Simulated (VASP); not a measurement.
**Driving VASP from ASE on Bi2Se3 (Paraguanajuatite)**

Do ASE scripts that read Bi2Se3 (Paraguanajuatite) from different structure formats give one answer, and do several routes find one equilibrium volume? All runs use PBEsol. Left out of this account: at least 1 further run (fields: a reference on another mesh). The start is a cell from a database of measured crystal structures.

Main program and level: VASP 6.6.1; PBEsol; plane waves and PAW (Bi_d, Se).

**1. Starting point**

The structure is trigonal, space group R-3m (No. 166). Conventional cell: a = 4.143 Å, b = 4.143 Å, c = 28.636 Å, α = 90.00°, β = 90.00°, γ = 120.00°. Nearest to Bi lie 6 Se at 2.85 to 3.07 Å. Nearest to Se lie 6 Bi at 3.07 Å. Se has 3 Bi at 2.85 Å nearest. Farther neighbours and most contacts between anions are not listed.

As a file:

```cif
data_structure
_symmetry_space_group_name_H-M 'P 1'
_symmetry_Int_Tables_number 1
_cell_length_a 9.8405
_cell_length_b 9.8405
_cell_length_c 9.8405
_cell_angle_alpha 24.304
_cell_angle_beta 24.304
_cell_angle_gamma 24.304
_cell_volume 141.89
loop_
_atom_site_label
_atom_site_type_symbol
_atom_site_fract_x
_atom_site_fract_y
_atom_site_fract_z
_atom_site_occupancy
Bi1 Bi 0.40080 0.40080 0.40080 1
Bi2 Bi 0.59920 0.59920 0.59920 1
Se3 Se 0.00000 0.00000 0.00000 1
Se4 Se 0.21170 0.21170 0.21170 1
Se5 Se 0.78830 0.78830 0.78830 1
```

**2. Total energy, forces and stress (PBEsol, through ASE)**

A single point through ASE, with the structure typed into the script.

File run.py:

```python
import numpy as np
from ase.calculators.vasp import Vasp
from ase import Atoms
from ase.dft.bandgap import bandgap

atoms = Atoms(['Bi', 'Bi', 'Se', 'Se', 'Se'],
              cell=[[2.0715, 1.19598108, 9.54533333], [-2.0715, 1.19598108, 9.54533333], [0.0, -2.39196217, 9.54533333]],
              scaled_positions=[[0.4008, 0.4008, 0.4008], [0.5992, 0.5992, 0.5992], [0.0, 0.0, 0.0], [0.2117, 0.2117, 0.2117], [0.7883, 0.7883, 0.7883]],
              pbc=True)

calc = Vasp(
    xc='pbesol',
    pp='PBE',
    prec='Accurate',
    encut=400,
    ediff=1e-06,
    nelm=100,
    ismear=-1,
    sigma=0.05,
    lreal=False,
    algo='Normal',
    nbands=30,
    lorbit=11,
    lwave=False,
    lcharg=False,
    kpar=4,
    isif=2,
    pp_version='64',
    setups={'Bi': '_d', 'Se': ''},
    kpts=(9, 9, 9),
    gamma=True,
    txt='vasp.out',
)
atoms.calc = calc

print("energy (eV):", round(atoms.get_potential_energy(), 6))
print("Fermi level (eV):", round(calc.get_fermi_level(), 4))
print("forces (eV/A):")
print(np.round(atoms.get_forces(), 4))
print("stress (GPa, Voigt, tension positive):", np.round(atoms.get_stress() * 160.21766, 3))
gap, p1, p2 = bandgap(calc, direct=False)
print("gap on the mesh (eV):", round(gap, 4))
```

The projector-augmented-wave data sets are Bi_d and Se (PBE family, release 64).

Started as:

```bash
export ASE_VASP_COMMAND="mpirun -np 4 vasp_std"
python run.py
```

What it wrote:

```text
energy (eV): -22.04481
Fermi level (eV): 4.8986
forces (eV/A):
[[ 0.      0.     -0.1632]
 [ 0.     -0.      0.1632]
 [ 0.     -0.      0.    ]
 [ 0.      0.     -0.0737]
 [ 0.     -0.      0.0737]]
stress (GPa, Voigt, tension positive): [ 0.316  0.316  0.282 -0.    -0.    -0.   ]
gap on the mesh (eV): 0.1332
```

Wall time 2.8 min (4 MPI ranks of Intel Xeon Platinum 8488C (Sapphire Rapids), shared host); peak memory 2.6 GiB.

Lines that name or quote the potential files are left out of all logs, and their timing lines are given in words.

The INCAR that ASE wrote:

```
ENCUT = 400.000000
SIGMA = 0.050000
EDIFF = 1.00e-06
ALGO = Normal
GGA = PS
PREC = Accurate
ISIF = 2
ISMEAR = -1
KPAR = 4
LORBIT = 11
NBANDS = 30
NELM = 100
LCHARG = .FALSE.
LWAVE = .FALSE.
LREAL = .FALSE.
```

ASE turned this into the KPOINTS:

```
KPOINTS created by Atomic Simulation Environment
0
Gamma
9 9 9
0 0 0
```

vasp.out:

```text
[banner, memory and clock lines left out]
running    4 mpi-ranks, on    1 nodes
 distrk:  each k-point on    1 cores,    4 groups
 distr:  one band on    1 cores,    1 groups

 POSCAR found type information on POSCAR BiSe
 POSCAR found :  2 types and       5 ions
|                                                                             |
|               ----> ADVICE to this user running VASP <----                  |
|                                                                             |
|     You enforced a specific xc type in the INCAR file but a different       |
|     [... a line on the potential file left out ...]
|     I HOPE YOU KNOW WHAT YOU ARE DOING!                                     |
|                                                                             |

 LDA part: xc-table for (Slater+PW92), standard interpolation
 POSCAR, INCAR and KPOINTS ok, starting setup
 FFT: planning ... GRIDC
 FFT: planning ... GRID_SOFT
 FFT: planning ... GRID
 WAVECAR not read
 entering main loop
       N       E                     dE             d eps       ncg     rms          rms(c)
DAV:   1     0.424279758340E+03    0.42428E+03   -0.20021E+04  5100   0.138E+03
DAV:   2     0.262893220256E+02   -0.39799E+03   -0.38367E+03  5442   0.381E+02
DAV:   3    -0.208410604164E+02   -0.47130E+02   -0.45059E+02  6752   0.145E+02
DAV:   4    -0.227162494413E+02   -0.18752E+01   -0.18613E+01  5976   0.303E+01
DAV:   5    -0.227812494365E+02   -0.65000E-01   -0.64955E-01  6886   0.569E+00    0.505E+00
DAV:   6    -0.220486777460E+02    0.73257E+00   -0.11510E+00  6618   0.763E+00    0.317E+00
DAV:   7    -0.220441496525E+02    0.45281E-02   -0.32973E-01  5822   0.251E+00    0.158E+00
DAV:   8    -0.220453538000E+02   -0.12041E-02   -0.42598E-02  6546   0.113E+00    0.509E-01
DAV:   9    -0.220448289687E+02    0.52483E-03   -0.22102E-03  6566   0.445E-01    0.118E-01
DAV:  10    -0.220449033305E+02   -0.74362E-04   -0.12054E-03  5718   0.179E-01    0.481E-02
DAV:  11    -0.220449269784E+02   -0.23648E-04   -0.13726E-04  6152   0.711E-02    0.296E-02
DAV:  12    -0.220449392802E+02   -0.12302E-04   -0.31525E-05  5474   0.284E-02    0.783E-03
DAV:  13    -0.220449396458E+02   -0.36551E-06   -0.40650E-06  4998   0.189E-02
   1 F= -.22044940E+02 E0= -.22044810E+02  d E =-.258381E-03
```

Parts of OUTCAR (step 2):

```text
ion  position               nearest neighbor table
   1  0.401  0.401  0.401-   5 2.85   5 2.85   5 2.85   3 3.07   3 3.07   3 3.07
   2  0.599  0.599  0.599-   4 2.85   4 2.85   4 2.85   3 3.07   3 3.07   3 3.07
   3  0.000  0.000  0.000-   2 3.07   2 3.07   1 3.07   1 3.07   2 3.07   1 3.07
   4  0.212  0.212  0.212-   2 2.85   2 2.85   2 2.85
   5  0.788  0.788  0.788-   1 2.85   1 2.85   1 2.85

  LATTYP: Found a trigonal (rhomboedric) cell.
 ALAT       =     9.8404710952
 COS(alpha) =     0.9113725832

 Subroutine GETGRP returns: Found 12 space group operations
 (whereof 12 operations were pure point group operations)

The static configuration has the point symmetry D_3d.

 Found     85 irreducible k-points:

   k-points           NKPTS =     85   k-points in BZ     NKDIM =     85   number of bands    NBANDS=     30

   dimension x,y,z NGX =    64 NGY =   64 NGZ =   64
   dimension x,y,z NGXF=   128 NGYF=  128 NGZF=  128

   ENCUT  =  400.0 eV  29.40 Ry    5.42 a.u.  16.05 16.05 16.05*2*pi/ulx,y,z

   NELECT =      48.0000    total number of electrons

 k-points in reciprocal lattice and weights: KPOINTS created by Atomic Simulation Env
   0.00000000  0.00000000  0.00000000       0.001
   0.11111111 -0.00000000  0.00000000       0.008
   0.22222222  0.00000000  0.00000000       0.008
   0.33333333 -0.00000000  0.00000000       0.008
   0.44444444  0.00000000  0.00000000       0.008
   0.11111111  0.11111111  0.00000000       0.008
   0.22222222  0.11111111 -0.00000000       0.016
   0.33333333  0.11111111  0.00000000       0.016
   0.44444444  0.11111111  0.00000000       0.016
[...]
0.44444444  0.44444444  0.44444444       0.003
  -0.44444444  0.44444444  0.44444444       0.008

 average (electrostatic) potential at core
       1-106.1106       2-106.1106       3 -52.9820       4 -53.1304       5 -53.1304

 E-fermi :   4.8986

 k-point     1 :       0.0000    0.0000    0.0000
  band No.  band energies     occupation
    ...
     20       2.9593      2.00000
     21       2.9593      2.00000
     22       3.6237      2.00000
     23       3.6237      2.00000
     24       4.8279      1.60885
     25       4.9611      0.44527
     26       6.1856      0.00000
     27       6.1856      0.00000
     28       6.8992      0.00000
     29       7.5171      0.00000
    ...

 k-point     2 :       0.1111   -0.0000    0.0000
  band No.  band energies     occupation
    ...
     20       3.0917      2.00000
     21       3.4134      2.00000
     22       3.4871      2.00000
     23       3.7720      2.00000
     24       4.1932      2.00000
     25       5.7927      0.00000
     26       6.5075      0.00000
     27       6.5823      0.00000
     28       6.9856      0.00000
     29       7.5051      0.00000
    ...

 k-point     3 :       0.2222    0.0000    0.0000
  band No.  band energies     occupation
    ...
     20       2.5844      2.00000
     21       3.1639      2.00000
     22       3.5703      2.00000
     23       3.7032      2.00000
     24       4.2894      1.99999
     25       6.0546      0.00000
     26       6.6213      0.00000
     27       6.9953      0.00000
     28       7.3777      0.00000
     29       7.7958      0.00000
    ...

  Total       -0.2798926     -0.2798926     -0.2496368      0.0000000      0.0000000      0.0000000
  in kB       -3.1604606     -3.1604606     -2.8188211      0.0000000      0.0000000      0.0000000
  external PRESSURE =      -3.0465808 kB  Pullay stress =       0.0000000 kB

  energy-cutoff  :      400.00
  volume of cell :      141.89
      direct lattice vectors                 reciprocal lattice vectors
     2.071500000  1.195981080  9.545333330     0.241370987  0.139355604  0.034921078
    -2.071500000  1.195981080  9.545333330    -0.241370987  0.139355604  0.034921078
     0.000000000 -2.391962170  9.545333330     0.000000000 -0.278711209  0.034921078

 POSITION                                       TOTAL-FORCE (eV/Angst)
 -----------------------------------------------------------------------------------
      0.00000     -0.00000     11.47731         0.000000      0.000000     -0.163211
      0.00000     -0.00000     17.15869         0.000000     -0.000000      0.163211
      0.00000      0.00000      0.00000         0.000000     -0.000000      0.000000
      0.00000     -0.00000      6.06224         0.000000      0.000000     -0.073746
      0.00000     -0.00000     22.57376         0.000000     -0.000000      0.073746
 -----------------------------------------------------------------------------------
    total drift:                               -0.000000     -0.000000      0.000000

  FREE ENERGIE OF THE ION-ELECTRON SYSTEM (eV)
  ---------------------------------------------------
  free  energy   TOTEN  =       -22.0449396458 eV

  energy  without entropy=      -22.0446812644  energy(sigma->0) =      -22.04481046

 total charge
# of ion       s       p       d       tot
------------------------------------------
    1        1.611   1.070   9.962  12.643
    2        1.611   1.070   9.962  12.643
    3        1.474   2.305   0.021   3.800
    4        1.493   2.252   0.023   3.768
    5        1.493   2.252   0.023   3.768
--------------------------------------------------
tot          7.681   8.949  19.991  36.621

[... 3 further parts left out ...]
```

The gap is read on the k-mesh alone, so it is an upper bound where the band edges lie off the mesh, and a coarse mesh can show a gap where there is none. The PAW data sets were made with PBE, which is usual practice but a small mismatch for other functionals.

Numbers from this step:

```yaml
scf_cycles: 13
electrons: 48
bands: 30
irreducible_k_points: 85
symmetry_operations: 12
free_energy_toten: -22.04 eV
energy_at_zero_smearing: -22.04 eV
fermi_energy: 4.899 eV
pressure: -0.3047 GPa
metallic_judged_on_the_points_sampled: no
valence_top_at_k: 0, 0, 0
conduction_bottom_at_k: 0, 0, 0
least_direct_gap_at_k: 0, 0, 0
gap_on_the_k_mesh: 0.1332 eV
least_direct_gap_on_the_k_mesh: 0.1332 eV
```

Force by atom:

```tsv
atom	x (eV/Å)	y (eV/Å)	z (eV/Å)	size
Bi1	0.000	0.000	-0.163	0.163
Bi2	0.000	0.000	0.163	0.163
Se3	0.000	0.000	0.000	0.000
Se4	0.000	0.000	-0.074	0.074
Se5	0.000	0.000	0.074	0.074
```

The pressure is -0.30 GPa and the largest force 0.163 eV/Å, so the cell is not at a minimum at these settings.

[end of part 1 of 4]

[Lines on the potential files, build, host, timing and source positions are cut from VASP's logs without a mark.]

[Logs are printed without paths, hosts, clocks, repeated set-up lines and the standing remarks that a program may print on its own settings, such as how far it seeks lower states.]

[Hosts, paths, dates, database ids (printed as entryN), source tags and the programs' standing remarks are cut or masked in the printed files.]

[A measured line is paired with the nearest computed mode of its activity, which favours agreement.]

[In band tables of VASP the shares of atoms and orbitals are scaled to a sum of 1 inside the atoms' spheres.]
